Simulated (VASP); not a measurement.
Data:

```
CELL_PARAMETERS angstrom
      4.28757     0.00000     0.00000
      0.00000     4.28757     0.00000
      0.00000     0.00000    10.91565
ATOMIC_POSITIONS crystal
  Sn 0.50000 0.00000 0.36990
  Sn 0.00000 0.50000 0.63010
  Se 0.50000 0.00000 0.61543
  Se 0.00000 0.50000 0.38457
```

These are r2SCAN meta-GGA, VASP's PBE PAW potentials (set 64) (plane waves; VASP) values and carry that method's errors. Numerical set-up: 400 eV cut-off, 6×6×3 Γ-centred mesh, tetrahedra with Blöchl corrections, potentials Sn_d Se.

The cell holds a wide vacuum, so values per volume refer to the whole cell. The path is coarsely sampled, so an indirect gap can come out somewhat too large. Unless said otherwise, spin-orbit coupling is left out, though it shifts the bands of the heavy elements here.

Predict the energy per atom (σ→0), band gap (over mesh and band path) with the smallest direct gap where there is one.

```json
{
  "band gap (over mesh and band path)": "1.23 eV",
  "smallest direct gap (over mesh and band path)": "1.23 eV",
  "energy per atom (σ→0)": "-19.892 eV/atom"
}
```

The cell is a sheet with vacuum, built from a database entry that may be metastable or hypothetical.
